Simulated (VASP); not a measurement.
# Ga3BiO4 (I422) in VASP: relaxation of cell and atoms with PBE

Aim: the relaxation of cell and atoms of Ga3BiO4 with PBE.

Program: VASP 6.6.1. These are calculated values, not measurements. Logs are shortened: lines on timing, memory, paths and dates and some standing lists are left out, and cuts for length are marked.

### Step 1. Starting point

Symmetry: I422, No. 97, tetragonal system. Conventional cell: a = 6.776 Å, b = 6.776 Å, c = 5.434 Å, α = 90.00°, β = 90.00°, γ = 90.00°. Ga (site symmetry 222) is surrounded by 4 O at 1.93 Å. Ga (site symmetry 422) is surrounded by 2 Bi at 2.72 Å and 8 O at 2.94 Å. Around Bi (site symmetry 422) lie 2 Ga at 2.72 Å and 8 O at 2.94 Å. O (site symmetry 2) is surrounded by 2 Ga at 1.93 Å.

The cell was built by a generator and needn't be a form met in nature.

### Step 2. Relaxation of cell and atoms, PBE

Contents of INCAR:

```
ALGO = Normal ; EDIFF = 1E-6
EDIFFG = -0.01 ; ENCUT = 520
GGA = PE ; IBRION = 2
ISIF = 3 ; ISMEAR = 0
KPAR = 4 ; LASPH = True
LCHARG = False ; LREAL = False
LWAVE = False ; NELM = 120
NSW = 90 ; PREC = Accurate
SIGMA = 0.1
```

Contents of KPOINTS:

```
k-points
0
Gamma
  8 8 8
```

Contents of POSCAR:

```
Ga3BiO4
1.0
   -3.3880000000      3.3880000000      2.7170000000
    3.3880000000     -3.3880000000      2.7170000000
    3.3880000000      3.3880000000     -2.7170000000
Ga Bi O
3 1 4
Direct
    0.5000000000      0.0000000000      0.5000000000
    0.0000000000      0.5000000000      0.5000000000
    0.5000000000      0.5000000000      0.0000000000
    0.0000000000      0.0000000000      0.0000000000
    0.8924144000      0.3924144000      0.7848288100
    0.6075856000      0.1075856000      0.2151711900
    0.1075856000      0.8924144000      0.5000000000
    0.3924144000      0.6075856000      0.5000000000
```

Potentials or basis: VASP PAW PBE potentials, release 64 (Ga_d, Bi_d, O).

On the command line:

```console
$ cat potpaw_PBE.64/Ga_d/POTCAR potpaw_PBE.64/Bi_d/POTCAR potpaw_PBE.64/O/POTCAR > POTCAR
$ mpirun -np 4 vasp_std > vasp.out
```

OUTCAR:

```text
EDIFF = 1E-6
   EDIFFG = -0.01
   ENCUT = 520
   GGA = PE
   IBRION = 2
   ISIF = 3
   ISMEAR = 0
   LASPH = True
   LREAL = False
   NELM = 120
   NSW = 90
   PREC = Accurate

 ion  position               nearest neighbor table
   1  0.500  0.000  0.500-   7 1.93   8 1.93   5 1.93   6 1.93   2 2.72   2 2.72   4 3.39   4 3.39

   2  0.000  0.500  0.500-   7 1.93   8 1.93   6 1.93   5 1.93   1 2.72   1 2.72   4 3.39   4 3.39

   3  0.500  0.500  0.000-   4 2.72   4 2.72
   4  0.000  0.000  0.000-   3 2.72   3 2.72   6 2.94   5 2.94   5 2.94   6 2.94   7 2.94   8 2.94
                             8 2.94   7 2.94   2 3.39   1 3.39   1 3.39   2 3.39
   5  0.892  0.392  0.785-   1 1.93   2 1.93   4 2.94   4 2.94
   6  0.608  0.108  0.215-   2 1.93   1 1.93   4 2.94   4 2.94
   7  0.108  0.892  0.500-   1 1.93   2 1.93   4 2.94   4 2.94
   8  0.392  0.608  0.500-   1 1.93   2 1.93   4 2.94   4 2.94

  LATTYP: Found a body centered tetragonal cell.
 ALAT       =     6.7760000000
 C/A-ratio  =     0.8019480519

  Lattice vectors:

 A1 = (  -3.3880000000,   3.3880000000,   2.7170000000)
 A2 = (   3.3880000000,  -3.3880000000,   2.7170000000)
 A3 = (   3.3880000000,   3.3880000000,  -2.7170000000)

Analysis of symmetry for initial positions (statically):
=====================================================================
 Subroutine PRICEL returns:
 Original cell was already a primitive cell.

 Routine SETGRP: Setting up the symmetry group for a
 body centered tetragonal supercell.

 Subroutine GETGRP returns: Found  8 space group operations
 (whereof  8 operations were pure point group operations)
 out of a pool of 16 trial point group operations.

The static configuration has the point symmetry D_4 .

Analysis of symmetry for dynamics (positions and initial velocities):
=====================================================================
 Subroutine PRICEL returns:
 Original cell was already a primitive cell.

 Routine SETGRP: Setting up the symmetry group for a
 body centered tetragonal supercell.

 Subroutine GETGRP returns: Found  8 space group operations
 (whereof  8 operations were pure point group operations)
 out of a pool of 16 trial point group operations.

The dynamic configuration has the point symmetry D_4 .

 Subroutine INISYM returns: Found  8 space group operations
 (whereof  8 operations are pure point group operations),
 and found     1 'primitive' translations

----------------------------------------------------------------------------------------

                                     Primitive cell

  volume of cell :     124.7488

  direct lattice vectors                    reciprocal lattice vectors
    -3.388000000  3.388000000  2.717000000     0.000000000  0.147579693  0.184026500
     3.388000000 -3.388000000  2.717000000     0.147579693  0.000000000  0.184026500
     3.388000000  3.388000000 -2.717000000     0.147579693  0.147579693  0.000000000

  length of vectors
     5.508101034  5.508101034  5.508101034     0.235893023  0.235893023  0.208709203

  position of ions in fractional coordinates (direct lattice)
     0.500000000  0.000000000  0.500000000
     0.000000000  0.500000000  0.500000000
     0.500000000  0.500000000  0.000000000
     0.000000000  0.000000000  0.000000000
     0.892414400  0.392414400  0.784828810
     0.607585600  0.107585600  0.215171190
     0.107585600  0.892414400  0.500000000
     0.392414400  0.607585600  0.500000000

  ion indices of the primitive-cell ions
   primitive index   ion index
                 1           1
                 2           2
                 3           3
                 4           4
                 5           5
                 6           6
                 7           7
                 8           8

----------------------------------------------------------------------------------------

 KPOINTS: k-points

Automatic generation of k-mesh.
 Grid dimensions read from file:
 generate k-points for:    8    8    8

 Generating k-lattice:

  Cartesian coordinates                     Fractional coordinates (reciprocal lattice)
     0.000000000  0.018447462  0.023003312     0.125000000 -0.000000000  0.000000000
     0.018447462  0.000000000  0.023003312    -0.000000000  0.125000000  0.000000000
     0.018447462  0.018447462  0.000000000     0.000000000  0.000000000  0.125000000

  Length of vectors
     0.029486628  0.029486628  0.026088650

  Shift w.r.t. Gamma in fractional coordinates (k-lattice)
     0.000000000  0.000000000  0.000000000

 Subroutine IBZKPT returns following result:
 ===========================================

 Found     59 irreducible k-points:

 Following reciprocal coordinates:
            Coordinates               Weight
  0.000000  0.000000  0.000000      1.000000
  0.125000 -0.000000  0.000000      8.000000
  0.250000 -0.000000  0.000000      8.000000
  0.375000 -0.000000  0.000000      8.000000
  0.500000 -0.000000  0.000000      4.000000
  0.125000  0.125000  0.000000      8.000000
[... 16 lines left out ...]
  0.250000  0.125000  0.125000     16.000000
  0.375000  0.125000  0.125000      8.000000
 [... further k-points ...]
   k-points           NKPTS =     59   k-points in BZ     NKDIM =     59   number of bands    NBANDS=     46
   number of dos      NEDOS =    301   number of ions     NIONS =      8
   total plane-waves  NPLWV =  74088
   dimension x,y,z NGX =    42 NGY =   42 NGZ =   42
   dimension x,y,z NGXF=    84 NGYF=   84 NGZF=   84
   ions per type =               3   1   4
   NGX,Y,Z   is equivalent  to a cutoff of  12.68, 12.68, 12.68 a.u.
   NGXF,Y,Z  is equivalent  to a cutoff of  25.35, 25.35, 25.35 a.u.
 SYSTEM =  unknown system
   PREC   = accura    normal or accurate (medium, high low for compatibility)
   ISTART =      0    job   : 0-new  1-cont  2-samecut
   ICHARG =      2    charge: 1-file 2-atom 10-const
   ISPIN  =      1    spin polarized calculation?
   LNONCOLLINEAR =      F non collinear calculations
   LSORBIT =      F    spin-orbit coupling
   LASPH  =      T    aspherical Exc in radial PAW
   ENCUT  =  520.0 eV  38.22 Ry    6.18 a.u.  10.24 10.24 10.24*2*pi/ulx,y,z
   NELM   =    120;   NELMIN=  2; NELMDL= -5     # of ELM steps
   EDIFF  = 0.1E-05   stopping-criterion for ELM
   LREAL  =      F    real-space projection
   EDIFFG = -.1E-01   stopping-criterion for IOM
   NSW    =     90    number of steps for IOM
   IBRION =      2    ionic relax: 0-MD 1-quasi-New 2-CG
   NFREE  =      1    steps in history (QN), initial steepest desc. (CG)
   ISIF   =      3    stress and relaxation
   ISYM   =      2    0-nonsym 1-usesym 2-fastsym
   POTIM  = 0.5000    time-step for ionic-motion
   TEBEG  =    0.0;   TEEND  =   0.0 temperature during run
   PSTRESS=    0.0 pullay stress
   NELECT =      78.0000    total number of electrons
   NUPDOWN=      -1.0000    fix difference up-down
   EMIN   =  10.00;   EMAX   =-10.00  energy-range for DOS
   EFERMI =   0.00;   METHOD = LEGACY
   ISMEAR =     0;   SIGMA  =   0.10  broadening in eV -4-tet -1-fermi 0-gaus
   EFERMI_NEDOS =   21; number of points for ismear=-14 and -15
   IALGO  =     38    algorithm
   IMIX   =      4    mixing-type and parameters
     AMIX     =   0.40;   BMIX     =  1.00
     AMIX_MAG =   1.60;   BMIX_MAG =  1.00
  volume/ion in A,a.u.               =      15.59       105.23
  Fermi-wavevector in a.u.,A,eV,Ry     =   1.399891  2.645410 26.663267  1.959695
  Thomas-Fermi vector in A             =   2.522906
   LORBIT       =      0    0 simple, 1 ext, 2 COOP (PROOUT), +10 PAW based schemes
   GGA     = PE    functional components
   LHFCALC =     F    Hartree Fock is set to
   AEXX    =    0.0000 exact exchange contribution
   IVDW    =     0    specifies the selected vdW correction
   LEPSILON=     F    determine dielectric tensor
   LRPA    =     F    only Hartree local field effects (RPA)
 conjugate gradient relaxation of ions
 non-spin polarized calculation
 Gauss-broadening in eV      SIGMA  =   0.10
  energy-cutoff  :      520.00
  volume of cell :      124.75
 maximum number of plane-waves:      3386
 NGX is ok and might be reduce to    42
   NGX = 21   NGY = 21   NGZ = 21

--------------------------------------- Ionic step        1  -------------------------------------------

 number of electron      78.0000013 magnetization

 Free energy of the ion-electron system (eV)
  ---------------------------------------------------
  ext. energy  EPLUGINS =         0.00000000
  ---------------------------------------------------
  free energy    TOTEN  =       -40.21041121 eV

  energy without entropy =      -40.19081680  energy(sigma->0) =      -40.20061400

------------------------ aborting loop because EDIFF is reached ----------------------------------------

  FORCE on cell =-STRESS in cart. coord.  units (eV):
  Direction    XX          YY          ZZ          XY          YZ          ZX
  --------------------------------------------------------------------------------------
  -------------------------------------------------------------------------------------
  Total       -0.0125628     -0.0125628      1.4669069      0.0000000     -0.0000000      0.0000000
  in kB       -0.1613465     -0.1613465     18.8398180      0.0000000     -0.0000000      0.0000000
  external PRESSURE =       6.1723750 kB  Pullay stress =       0.0000000 kB
[... 237 lines left out ...]
  energy  without entropy=      -40.2006425341  energy(sigma->0) =      -40.21052620

--------------------------------------- Ionic step        7  -------------------------------------------

 number of electron      78.0000035 magnetization

 Free energy of the ion-electron system (eV)
  ---------------------------------------------------
  ext. energy  EPLUGINS =         0.00000000
  ---------------------------------------------------
  free energy    TOTEN  =       -40.22063281 eV

  energy without entropy =      -40.20075483  energy(sigma->0) =      -40.21069382

 E-fermi :   5.1832     XC(G=0): -10.3287

 val. band max:        5.1755007889   @ k =  -0.3750   0.1250  -0.0000
 cond. band min:       5.1970058548   @ k =  -0.1250   0.3750   0.1250
 fundamental gap:      0.0215050659
 Fermi energy:         5.1831568991

 k-point     1 :       0.0000    0.0000    0.0000
  band No.  band energies     occupation
      1     -18.5713      2.00000
      2     -18.5604      2.00000
      3     -18.4927      2.00000
      4     -18.4605      2.00000
      5     -18.4604      2.00000
      6     -14.6411      2.00000
[... 1165 lines left out ...]
     45       9.4032      0.00000
     46       9.5407      0.00000

 [... further k-points ...]
[... 5 lines left out ...]
  --------------------------------------------------------------------------------------
  -------------------------------------------------------------------------------------
  Total        0.0714565      0.0714565      0.0217749      0.0000000      0.0000000      0.0000000
  in kB        0.9079795      0.9079795      0.2766878      0.0000000      0.0000000      0.0000000
  external PRESSURE =       0.6975489 kB  Pullay stress =       0.0000000 kB
[... 23 lines left out ...]
  FREE ENERGIE OF THE ION-ELECTRON SYSTEM (eV)
  ---------------------------------------------------
  free  energy   TOTEN  =       -40.2206328112 eV

  energy  without entropy=      -40.2007548295  energy(sigma->0) =      -40.21069382

 reached required accuracy - stopping structural energy minimisation
```

Wall time 13 min (4 MPI ranks of AMD EPYC 7R43 (Zen 3), shared host); peak memory 0.43 GiB.

Results:

- Free energy: -40.2206 eV
- Relaxed volume: 15.76 Å³/atom
- Relaxed cell: a = 5.524 Å, b = 5.524 Å, c = 5.524 Å, α = 104.23°, β = 104.23°, γ = 120.55°
- Space group after relaxing (to 0.05 Å): I422 (No. 97)
- Energy gained by relaxing: 1.3 meV/atom
- Ionic steps: 7
- Pressure after relaxing: 0.1 GPa
- Largest force after relaxing: 0.004 eV/Å
- Band gap on the k mesh: none (metal or under the smearing width)

Forces on the atoms (eV/Å):
```
Ga   0.000  0.000  0.000
Ga   0.000  0.000  0.000
Ga   0.000  0.000  0.000
Bi   0.000  0.000  0.000
O   -0.003 -0.003  0.000
O    0.003  0.003  0.000
O   -0.003  0.003  0.000
O    0.003 -0.003  0.000
```

The path:
| step | energy change (eV) | largest force (eV/Å) | pressure (GPa) | volume (Å³) |
| --- | --- | --- | --- | --- |
| 1 | 0.0000 | 0.1318 | 0.62 | 124.75 |
| 2 | -0.0080 | 0.1211 | -0.29 | 125.83 |
| 3 | -0.0080 | 0.1215 | -0.25 | 125.80 |
| 4 | -0.0095 | 0.0143 | 0.28 | 125.60 |
| 5 | -0.0096 | 0.0118 | 0.16 | 125.64 |
| 6 | -0.0100 | 0.0074 | 0.12 | 125.88 |
| 7 | -0.0102 | 0.0043 | 0.07 | 126.09 |

Final structure:
```
CELL_PARAMETERS angstrom
-3.39237 3.39237 2.73911
3.39237 -3.39237 2.73911
3.39237 3.39237 -2.73911
ATOMIC_POSITIONS crystal
Ga 0.50000 0.00000 0.50000
Ga 0.00000 0.50000 0.50000
Ga 0.50000 0.50000 0.00000
Bi 0.00000 0.00000 0.00000
O 0.89088 0.39088 0.78176
O 0.60912 0.10912 0.21824
O 0.10912 0.89088 0.50000
O 0.39088 0.60912 0.50000
```

Caveat: spin-orbit coupling is left out, which moves the levels of the heavy elements.
